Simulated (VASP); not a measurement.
Crystal: InAs.

```
CELL_PARAMETERS angstrom
0.00000 3.04545 3.04545
3.04545 0.00000 3.04545
3.04545 3.04545 0.00000
ATOMIC_POSITIONS crystal
In 0.00000 0.00000 0.00000
As 0.25000 0.25000 0.25000
```

Base run:

* Program: VASP 6.6.1
* Functional: PBE0
* Potentials or basis: VASP PAW PBE potentials, release 64 (In_d, As)
* Cutoff: 520 eV
* k mesh: 8 × 8 × 8
* Occupations: gaussian, width 0.03 eV
* Spin: no spin polarisation

Its results: band gap on the k mesh 0.91 eV, direct; pressure 0.1 GPa.

Problem. The run is repeated on the same cell with these changes: functional from PBE0 to HSE06. What comes out?

Solution. Band gap on the k mesh 0.41 eV, direct; pressure 0.3 GPa.

Caveats: the PAW data sets were made with another functional, which shifts forces and pressure a little; spin-orbit coupling is left out, which moves the levels of the heavy elements.
